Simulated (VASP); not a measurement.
The system is CsLiCr2Te2S3.

```xyz
9
Lattice="3.4216 -5.1807 0.0078 3.4216 5.1807 0.0078 -2.9041 0.0000 7.4309" Properties=species:S:1:pos:R:3 pbc="T T T"
Cs    0.6167    0.0000    0.0649
Li    2.4219    0.0000    4.1212
Cr    0.1728    2.1297    4.1498
Cr    0.1728   -2.1297    4.1498
Te    4.0786    1.5993    2.1688
Te    4.0786   -1.5993    2.1688
S     2.0049   -2.1476    5.4598
S     2.0049    2.1476    5.4598
S     0.0600    0.0000    3.5978
```

The cell was built by a generator and needn't be a form met in nature.

```yaml
Program: VASP 6.6.1
Task: single point
Functional: PBE
Potentials_or_basis: VASP PAW PBE potentials, release 64 (Cs_sv, Li_sv, Cr_pv, Te, S)
Cutoff: 520 eV
k_mesh: 5 × 5 × 4
Occupations: fermi-dirac, width 0.05 eV
Spin: collinear spin, ferromagnetic start
Starting_moments: "[0.0, 0.0, 3.0, 3.0, 0.0, 0.0, 0.0, 0.0, 0.0] μB"
```

On this cell: largest force 0.012 eV/Å; net moment 4.01 μB per cell; site moments Cs -0.00; Li +0.00; Cr +2.27; Te -0.19; S -0.08 μB; band gap on the k mesh none (metal or under the smearing width).

The same run follows on a disturbed copy (atoms moved at random, drawn with an rms of 0.05 Å):

```xyz
9
Lattice="3.4216 -5.1807 0.0078 3.4216 5.1807 0.0078 -2.9041 0.0000 7.4309" Properties=species:S:1:pos:R:3 pbc="T T T"
Cs    0.5720    0.0046    0.0397
Li    2.3805    0.0102    4.1598
Cr    0.2011    2.1174    4.1826
Cr    0.1922   -2.1274    4.1402
Te    4.0648    1.5751    2.1253
Te    4.0586   -1.6049    2.2058
S     1.9879   -2.1900    5.4329
S     2.0212    2.1782    5.4613
S     0.0269    0.0240    3.5896
```

Question: What does the disturbed cell give?

Answer: The energy (extrapolated to zero smearing) moves by +3.3 meV/atom; largest force 0.565 eV/Å; net moment 4.02 μB per cell; site moments Cs -0.00; Li +0.00; Cr +2.19, +2.33; Te -0.19, -0.18; S -0.08 μB; band gap on the k mesh none (metal or under the smearing width).

Forces on the atoms (eV/Å):
```
Cs   0.019  0.001  0.042
Li   0.033 -0.010 -0.051
Cr  -0.075  0.115 -0.175
Cr  -0.272  0.028 -0.494
Te  -0.134  0.114  0.162
Te   0.047  0.024 -0.054
S    0.191  0.125  0.323
S    0.044 -0.132  0.178
S    0.149 -0.266  0.070
```

Caveats: only a ferromagnetic start was run, and an antiferromagnetic order may lie lower in energy.
